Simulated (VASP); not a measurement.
# CsLiCr2Te2S3 (C2/m) in VASP: further runs

The runs below take CsLiCr2Te2S3 through band structure, density of states, optical spectrum, electric field gradients, with PBE.

Everything below comes from runs of VASP 6.6.1. Logs are shortened: lines on timing, memory, paths and dates and some standing lists are left out, and cuts for length are marked.

## (1) The structure

It takes space group C2/m (No. 12, monoclinic). Conventional cell: a = 14.579 Å, b = 4.209 Å, c = 7.709 Å, α = 90.00°, β = 109.04°, γ = 90.00°. Cs (site symmetry 2/m) has 6 S at 3.84 to 3.85 Å and 6 Te at 4.08 to 4.23 Å and 2 Cs at 4.21 Å and 2 Cr at 4.27 Å and 4 Li at 4.39 Å as nearest neighbours. Around Li (site symmetry 2/m) lie 2 S at 2.10 Å. Around Cr (site symmetry m) lie 4 S at 2.33 to 2.46 Å. Te (site symmetry m) is surrounded by 2 Cr at 2.84 Å and 1 Li at 3.10 Å and 1 S at 3.19 Å. S (site symmetry m) has 3 Cr at 2.33 to 2.46 Å as nearest neighbours. Around S (site symmetry 2/m) lie 2 Li at 2.10 Å and 2 Cr at 2.38 Å.

The cell was built by a generator and needn't be a form met in nature.

## (2) Band structure, PBE, collinear spin, ferromagnetic start

Input file POSCAR:

```
CsLiCr2Te2S3
1.0
    7.2895900000     -2.1043300000      0.0177200000
    7.2895900000      2.1043300000      0.0177200000
   -2.5331500000      0.0000000000      7.2810000000
Cs Li Cr Te S
1 1 2 2 3
Direct
    0.5000000000      0.5000000000      0.0000000000
    0.0000000000      0.0000000000      0.5000000000
    0.3287000000      0.3287000000      0.4330000000
    0.6713000000      0.6713000000      0.5670000000
    0.8067200000      0.8067200000      0.1742700000
    0.1932800000      0.1932800000      0.8257300000
    0.1635800000      0.1635800000      0.3971300000
    0.8364200000      0.8364200000      0.6028700000
    0.5000000000      0.5000000000      0.5000000000
```

Input file INCAR.step1:

```
ALGO = Normal ; EDIFF = 1E-6
ENCUT = 520 ; GGA = PE
ISIF = 2 ; ISMEAR = -1
ISPIN = 2 ; KPAR = 4
LASPH = T ; LCHARG = T
LMAXMIX = 4 ; LORBIT = 11
LREAL = F ; LWAVE = F
MAGMOM = 0 0 3 3 0 0 0 0 0 ; NELM = 120
PREC = Accurate ; SIGMA = 0.05
```

Input file KPOINTS.step1:

```
k-points
0
Gamma
  7 7 4
```

Input file INCAR.step2:

```
ALGO = Normal ; EDIFF = 1E-6
ENCUT = 520 ; GGA = PE
ICHARG = 11 ; ISIF = 2
ISMEAR = 0 ; ISPIN = 2
KPAR = 4 ; LASPH = T
LCHARG = F ; LMAXMIX = 4
LORBIT = 11 ; LREAL = F
LWAVE = F ; MAGMOM = 0 0 3 3 0 0 0 0 0
NELM = 120 ; PREC = Accurate
SIGMA = 0.05
```

Input file KPOINTS.step2:

```
path GYFLI,I1ZF1,YX1,XGN,MG
10
line-mode
reciprocal
 0.0000000000  0.0000000000  0.0000000000  G
 0.5000000000  0.5000000000  1.0000000000  Y

 0.5000000000  0.5000000000  1.0000000000  Y
-1.0782176501 -1.0782176501  2.2171354669  F

-1.0782176501 -1.0782176501  2.2171354669  F
 0.5000000000  0.5000000000  0.5000000000  L

 0.5000000000  0.5000000000  0.5000000000  L
 0.2877035459  0.7122964541  0.5000000000  I

-0.2877035459  0.2877035459 -0.5000000000  I1
 0.0000000000  0.0000000000 -0.5000000000  Z

 0.0000000000  0.0000000000 -0.5000000000  Z
 2.0782176501  2.0782176501 -1.2171354669  F1

 0.5000000000  0.5000000000  1.0000000000  Y
 0.3854813254  0.6145186746  1.0000000000  X1

-0.3854813254  0.3854813254  0.0000000000  X
 0.0000000000  0.0000000000  0.0000000000  G

 0.0000000000  0.0000000000  0.0000000000  G
 0.0000000000  0.5000000000  0.5000000000  N

 0.0000000000  0.5000000000  0.0000000000  M
 0.0000000000  0.0000000000  0.0000000000  G
```

Potentials or basis: VASP PAW PBE potentials, release 64 (Cs_sv, Li_sv, Cr_pv, Te, S).

The run is started by

```sh
$ cat potpaw_PBE.64/Cs_sv/POTCAR potpaw_PBE.64/Li_sv/POTCAR potpaw_PBE.64/Cr_pv/POTCAR potpaw_PBE.64/Te/POTCAR potpaw_PBE.64/S/POTCAR > POTCAR
$ cp INCAR.step1 INCAR
$ cp KPOINTS.step1 KPOINTS
$ mpirun -np 4 vasp_std > vasp.out
$ cp INCAR.step2 INCAR
$ cp KPOINTS.step2 KPOINTS
$ mpirun -np 4 vasp_std > vasp.out
```

OUTCAR:

```text
EDIFF = 1E-6
   ENCUT = 520
   GGA = PE
   ICHARG = 11
   ISIF = 2
   ISMEAR = 0
   ISPIN = 2
   LASPH = T
   LORBIT = 11
   LREAL = F
   NELM = 120
   PREC = Accurate

 ion  position               nearest neighbor table
   1  0.500  0.500  0.000-
   2  0.000  0.000  0.500-   9 2.10   9 2.10   5 3.10   6 3.10
   3  0.329  0.329  0.433-   7 2.33   9 2.38   8 2.46   8 2.46   5 2.84   5 2.84
   4  0.671  0.671  0.567-   8 2.33   9 2.38   7 2.46   7 2.46   6 2.84   6 2.84
   5  0.807  0.807  0.174-   3 2.84   3 2.84   2 3.10   8 3.19   6 3.39   6 3.39
   6  0.193  0.193  0.826-   4 2.84   4 2.84   2 3.10   7 3.19   5 3.39   5 3.39
   7  0.164  0.164  0.397-   3 2.33   4 2.46   4 2.46   6 3.19
   8  0.836  0.836  0.603-   4 2.33   3 2.46   3 2.46   5 3.19
   9  0.500  0.500  0.500-   2 2.10   2 2.10   3 2.38   4 2.38

  LATTYP: Found a base centered monoclinic cell.
 ALAT       =    14.5792230748
 B/A-ratio  =     0.2886751906
 C/A-ratio  =     0.5287711959
 COS(beta)  =    -0.3262964791

  Lattice vectors:

 A1 = (   7.2895900000,  -2.1043300000,   0.0177200000)
 A2 = (   7.2895900000,   2.1043300000,   0.0177200000)
 A3 = (  -2.5331500000,   0.0000000000,   7.2810000000)

Analysis of symmetry for initial positions (statically):
=====================================================================
 Subroutine PRICEL returns:
 Original cell was already a primitive cell.

 Routine SETGRP: Setting up the symmetry group for a
 base centered monoclinic supercell.

 Subroutine GETGRP returns: Found  4 space group operations
 (whereof  4 operations were pure point group operations)
 out of a pool of  4 trial point group operations.

The static configuration has the point symmetry C_2h.

Analysis of symmetry for dynamics (positions and initial velocities):
=====================================================================
 Subroutine PRICEL returns:
 Original cell was already a primitive cell.

 Routine SETGRP: Setting up the symmetry group for a
 base centered monoclinic supercell.

 Subroutine GETGRP returns: Found  4 space group operations
 (whereof  4 operations were pure point group operations)
 out of a pool of  4 trial point group operations.

The dynamic configuration has the point symmetry C_2h.

Analysis of structural, dynamic, and magnetic symmetry:
=====================================================================
 Subroutine PRICEL returns:
 Original cell was already a primitive cell.

 Routine SETGRP: Setting up the symmetry group for a
 base centered monoclinic supercell.

 Subroutine GETGRP returns: Found  4 space group operations
 (whereof  4 operations were pure point group operations)
 out of a pool of  4 trial point group operations.

The overall configuration has the point symmetry C_2h.

 Subroutine INISYM returns: Found  4 space group operations
 (whereof  4 operations are pure point group operations),
 and found     1 'primitive' translations

----------------------------------------------------------------------------------------

                                     Primitive cell

  volume of cell :     223.5657

  direct lattice vectors                    reciprocal lattice vectors
     7.289590000 -2.104330000  0.017720000     0.068533003 -0.237605319  0.023843480
     7.289590000  2.104330000  0.017720000     0.068533003  0.237605319  0.023843480
    -2.533150000  0.000000000  7.281000000    -0.000333582  0.000000000  0.137227714

  length of vectors
     7.587268357  7.587268357  7.709073221     0.248438265  0.248438265  0.137228120

  position of ions in fractional coordinates (direct lattice)
     0.500000000  0.500000000  1.000000000
     0.000000000  0.000000000  0.500000000
     0.328700000  0.328700000  0.433000000
     0.671300000  0.671300000  0.567000000
     0.806720000  0.806720000  0.174270000
     0.193280000  0.193280000  0.825730000
     0.163580000  0.163580000  0.397130000
     0.836420000  0.836420000  0.602870000
     0.500000000  0.500000000  0.500000000

  ion indices of the primitive-cell ions
   primitive index   ion index
                 1           1
                 2           2
                 3           3
                 4           4
                 5           5
                 6           6
                 7           7
                 8           8
                 9           9

[... 17 lines left out ...]

 Generated    10 points on each line segment, for a total of    100 k-points:

 Following reciprocal coordinates:
            Coordinates               Weight
  0.000000  0.000000  0.000000      0.010000
  0.055556  0.055556  0.111111      0.010000
  0.111111  0.111111  0.222222      0.010000
  0.166667  0.166667  0.333333      0.010000
  0.222222  0.222222  0.444444      0.010000
  0.277778  0.277778  0.555556      0.010000
[... 16 lines left out ...]
 -0.727503 -0.727503  1.835550      0.010000
 -0.552145 -0.552145  1.644757      0.010000
 [... further k-points ...]
   k-points           NKPTS =    100   k-points in BZ     NKDIM =    100   number of bands    NBANDS=     42
   number of dos      NEDOS =    301   number of ions     NIONS =      9
   total plane-waves  NPLWV = 188160
   dimension x,y,z NGX =    56 NGY =   56 NGZ =   60
   dimension x,y,z NGXF=   112 NGYF=  112 NGZF=  120
   ions per type =               1   1   2   2   3
   NGX,Y,Z   is equivalent  to a cutoff of  12.27, 12.27, 12.94 a.u.
   NGXF,Y,Z  is equivalent  to a cutoff of  24.54, 24.54, 25.88 a.u.
 SYSTEM =  unknown system
   PREC   = accura    normal or accurate (medium, high low for compatibility)
   ISTART =      0    job   : 0-new  1-cont  2-samecut
   ICHARG =     11    charge: 1-file 2-atom 10-const
   ISPIN  =      2    spin polarized calculation?
   LNONCOLLINEAR =      F non collinear calculations
   LSORBIT =      F    spin-orbit coupling
   LASPH  =      T    aspherical Exc in radial PAW
   ENCUT  =  520.0 eV  38.22 Ry    6.18 a.u.  14.11 14.11 14.33*2*pi/ulx,y,z
   NELM   =    120;   NELMIN=  2; NELMDL=  0     # of ELM steps
   EDIFF  = 0.1E-05   stopping-criterion for ELM
   LREAL  =      F    real-space projection
   EDIFFG = 0.1E-04   stopping-criterion for IOM
   NSW    =      0    number of steps for IOM
   IBRION =     -1    ionic relax: 0-MD 1-quasi-New 2-CG
   NFREE  =      0    steps in history (QN), initial steepest desc. (CG)
   ISIF   =      2    stress and relaxation
   ISYM   =      2    0-nonsym 1-usesym 2-fastsym
   POTIM  = 0.5000    time-step for ionic-motion
   TEBEG  =    0.0;   TEEND  =   0.0 temperature during run
   PSTRESS=    0.0 pullay stress
   NELECT =      66.0000    total number of electrons
   NUPDOWN=      -1.0000    fix difference up-down
   EMIN   =  10.00;   EMAX   =-10.00  energy-range for DOS
   EFERMI =   0.00;   METHOD = LEGACY
   ISMEAR =     0;   SIGMA  =   0.05  broadening in eV -4-tet -1-fermi 0-gaus
   EFERMI_NEDOS =   21; number of points for ismear=-14 and -15
   IALGO  =     38    algorithm
   IMIX   =      4    mixing-type and parameters
     AMIX     =   0.40;   BMIX     =  1.00
     AMIX_MAG =   1.60;   BMIX_MAG =  1.00
  volume/ion in A,a.u.               =      24.84       167.63
  Fermi-wavevector in a.u.,A,eV,Ry     =   1.090070  2.059934 16.167162  1.188253
  Thomas-Fermi vector in A             =   2.226287
   LORBIT       =     11    0 simple, 1 ext, 2 COOP (PROOUT), +10 PAW based schemes
   GGA     = PE    functional components
   LHFCALC =     F    Hartree Fock is set to
   AEXX    =    0.0000 exact exchange contribution
   IVDW    =     0    specifies the selected vdW correction
   LEPSILON=     F    determine dielectric tensor
   LRPA    =     F    only Hartree local field effects (RPA)
 spin polarized calculation
 Gauss-broadening in eV      SIGMA  =   0.05
  energy-cutoff  :      520.00
  volume of cell :      223.57
 maximum number of plane-waves:      6041

 number of electron      65.9999991 magnetization       5.2385832

 Free energy of the ion-electron system (eV)
  ---------------------------------------------------
  ext. energy  EPLUGINS =         0.00000000
  ---------------------------------------------------
  free energy    TOTEN  =       -44.03986638 eV

  energy without entropy =      -44.03497433  energy(sigma->0) =      -44.03742036

 E-fermi :   4.3218     XC(G=0):  -9.1777

 val. band max:        4.3143131988   @ k =   0.1111   0.1111   0.2222
 cond. band min:       4.3225320970   @ k =  -0.2238   0.2238  -0.5000
 fundamental gap:      0.0082188982
 Fermi energy:         4.3217963625

 spin component 1

 k-point     1 :       0.0000    0.0000    0.0000
  band No.  band energies     occupation
      1     -40.8990      1.00000
      2     -39.9400      1.00000
      3     -39.9354      1.00000
      4     -39.8991      1.00000
      5     -39.8938      1.00000
      6     -39.8812      1.00000
[... 1069 lines left out ...]
     41       6.5625      0.00000
     42       7.6485      0.00000

 [... further k-points ...]

 spin component 2

 k-point     1 :       0.0000    0.0000    0.0000
  band No.  band energies     occupation
      1     -40.8923      1.00000
      2     -37.1192      1.00000
      3     -37.1112      1.00000
      4     -37.0814      1.00000
      5     -37.0751      1.00000
      6     -36.9141      1.00000
[... 1069 lines left out ...]
     41       7.5746      0.00000
     42       7.8386      0.00000

 [... further k-points ...]
[... 5 lines left out ...]
  --------------------------------------------------------------------------------------
  -------------------------------------------------------------------------------------
  Total        1.9981555      8.4556528      3.5074606      0.0000000      0.0000000     -0.0273367
  in kB       14.3197276     60.5972072     25.1361213      0.0000000      0.0000000     -0.1959079
  external PRESSURE =      33.3510187 kB  Pullay stress =       0.0000000 kB

 VOLUME and BASIS-vectors are now :
 -----------------------------------------------------------------------------
  energy-cutoff  :      520.00
  volume of cell :      223.57
      direct lattice vectors                 reciprocal lattice vectors
     7.289590000 -2.104330000  0.017720000     0.068533003 -0.237605319  0.023843480
     7.289590000  2.104330000  0.017720000     0.068533003  0.237605319  0.023843480
    -2.533150000  0.000000000  7.281000000    -0.000333582  0.000000000  0.137227714

 POSITION                                       TOTAL-FORCE (eV/Angst)
 -----------------------------------------------------------------------------------
      7.28959      0.00000      0.01772        -0.000000      0.000000      0.000000
     -1.26658      0.00000      3.64050        -0.000000      0.000000      0.000000
      3.69532      0.00000      3.16432        -0.151131      0.000000     -0.102911
      8.35071      0.00000      4.15212         0.151131      0.000000      0.102911
     11.31986      0.00000      1.29745        -0.150847      0.000000      0.220763
      0.72617      0.00000      6.01899         0.150847      0.000000     -0.220763
      1.37887      0.00000      2.89730         0.054003      0.000000      0.083837
     10.66716      0.00000      4.41914        -0.054003      0.000000     -0.083837
      6.02301      0.00000      3.65822        -0.000000     -0.000000      0.000000
 -----------------------------------------------------------------------------------
    total drift:                                0.000000      0.000000     -0.000000

  FREE ENERGIE OF THE ION-ELECTRON SYSTEM (eV)
  ---------------------------------------------------
  free  energy   TOTEN  =       -44.0398663830 eV

  energy  without entropy=      -44.0349743334  energy(sigma->0) =      -44.03742036

 total charge

# of ion       s       p       d       tot
------------------------------------------
    1        1.833   4.726   0.026   6.585
    2        2.020   0.102   0.000   2.123
    3        0.249   6.237   4.092  10.579
    4        0.249   6.237   4.092  10.579
    5        1.384   1.947   0.025   3.355
    6        1.384   1.947   0.025   3.355
    7        1.342   2.385   0.000   3.727
    8        1.342   2.385   0.000   3.727
    9        1.334   2.534   0.000   3.868
--------------------------------------------------
tot         11.138  28.501   8.260  47.899

 magnetization (x)

# of ion       s       p       d       tot
------------------------------------------
    1        0.000  -0.001   0.000  -0.001
    2        0.001   0.004   0.000   0.005
    3        0.043   0.030   2.784   2.857
    4        0.043   0.030   2.784   2.857
    5        0.001  -0.129   0.003  -0.124
    6        0.001  -0.129   0.003  -0.124
    7       -0.005  -0.134   0.000  -0.139
    8       -0.005  -0.134   0.000  -0.139
    9       -0.002  -0.005   0.000  -0.007
--------------------------------------------------
tot          0.077  -0.467   5.575   5.185
```

Wall time 17 min (4 MPI ranks of Intel Xeon Platinum 8488C (Sapphire Rapids), shared host); peak memory 1.6 GiB.

What came out:

```yaml
Band_gap_along_the_path: none (metal or under the smearing width)
Net_moment: 5.24 μB per cell
```

Levels at the corners of the path, in eV from the Fermi level:
Spin up:
```csv
point,band 31,band 32,band 33,band 34,band 35,band 36,band 37,band 38,band 39,band 40
Γ,-0.89,-0.59,-0.54,-0.32,-0.19,0.13,1.02,1.21,1.41,2.22
Y,-0.86,-0.71,-0.45,-0.31,-0.07,0.28,0.98,1.46,1.49,1.97
Y,-0.86,-0.71,-0.45,-0.31,-0.07,0.28,0.98,1.46,1.49,1.97
F,-0.85,-0.60,-0.43,-0.34,-0.33,0.18,0.92,1.09,1.46,2.08
F,-0.85,-0.60,-0.43,-0.34,-0.33,0.18,0.92,1.09,1.46,2.08
L,-0.91,-0.80,-0.37,-0.28,-0.21,0.34,1.01,1.20,1.51,2.17
L,-0.91,-0.80,-0.37,-0.28,-0.21,0.34,1.01,1.20,1.51,2.17
I,-1.17,-0.92,-0.86,-0.50,-0.45,-0.07,-0.01,0.92,1.53,1.53
I1,-1.17,-0.92,-0.86,-0.50,-0.45,-0.07,-0.01,0.92,1.53,1.53
Z,-0.93,-0.62,-0.58,-0.26,-0.22,0.10,0.49,1.02,1.48,1.70
Z,-0.93,-0.62,-0.58,-0.26,-0.22,0.10,0.49,1.02,1.48,1.70
F1,-0.85,-0.60,-0.43,-0.34,-0.33,0.18,0.92,1.09,1.46,2.08
Y,-0.86,-0.71,-0.45,-0.31,-0.07,0.28,0.98,1.46,1.49,1.97
X1,-0.89,-0.86,-0.82,-0.32,-0.16,0.04,0.37,1.19,1.21,2.18
X,-0.89,-0.86,-0.82,-0.32,-0.16,0.04,0.37,1.19,1.21,2.18
Γ,-0.89,-0.59,-0.54,-0.32,-0.19,0.13,1.02,1.21,1.41,2.22
Γ,-0.89,-0.59,-0.54,-0.32,-0.19,0.13,1.02,1.21,1.41,2.22
N,-1.15,-1.06,-0.75,-0.49,-0.40,-0.25,0.13,1.11,1.26,1.46
M,-1.08,-0.83,-0.81,-0.51,-0.49,-0.34,0.00,1.13,1.51,1.57
Γ,-0.89,-0.59,-0.54,-0.32,-0.19,0.13,1.02,1.21,1.41,2.22
```
Spin down:
```
point  band 28  band 29  band 30  band 31  band 32  band 33
    Γ    -0.93    -0.69    -0.09     0.78     1.05     1.50
    Y    -1.15    -0.47    -0.12     0.48     1.42     1.76
    Y    -1.15    -0.47    -0.12     0.48     1.42     1.76
    F    -1.00    -0.35    -0.25     0.67     1.10     1.54
    F    -1.00    -0.35    -0.25     0.67     1.10     1.54
    L    -1.40    -0.59     0.05     0.77     1.55     1.78
    L    -1.40    -0.59     0.05     0.77     1.55     1.78
    I    -1.17    -0.82    -0.35    -0.29     1.40     1.53
   I1    -1.17    -0.82    -0.35    -0.29     1.40     1.53
    Z    -0.94    -0.69    -0.07     0.39     1.06     1.57
    Z    -0.94    -0.69    -0.07     0.39     1.06     1.57
   F1    -1.00    -0.35    -0.25     0.67     1.10     1.54
    Y    -1.15    -0.47    -0.12     0.48     1.42     1.76
   X1    -0.79    -0.67    -0.27     0.17     1.36     1.78
    X    -0.79    -0.67    -0.27     0.17     1.36     1.78
    Γ    -0.93    -0.69    -0.09     0.78     1.05     1.50
    Γ    -0.93    -0.69    -0.09     0.78     1.05     1.50
    N    -1.07    -1.03    -0.52     0.04     1.41     1.54
    M    -1.29    -0.74    -0.67    -0.28     1.28     1.56
    Γ    -0.93    -0.69    -0.09     0.78     1.05     1.50
```

Caveat: the cutoff is under 1.25 times the usual one of these potentials, so pressure, stress and relaxed cells hold a basis-set (Pulay) error; the log is that of the step along the path at fixed density, whose energy, stress, charges and moments have no meaning; spin-orbit coupling is left out, which moves the levels of the heavy elements; only a ferromagnetic start was run, and an antiferromagnetic order may lie lower in energy.

(Part 1 of 3 ends here.)
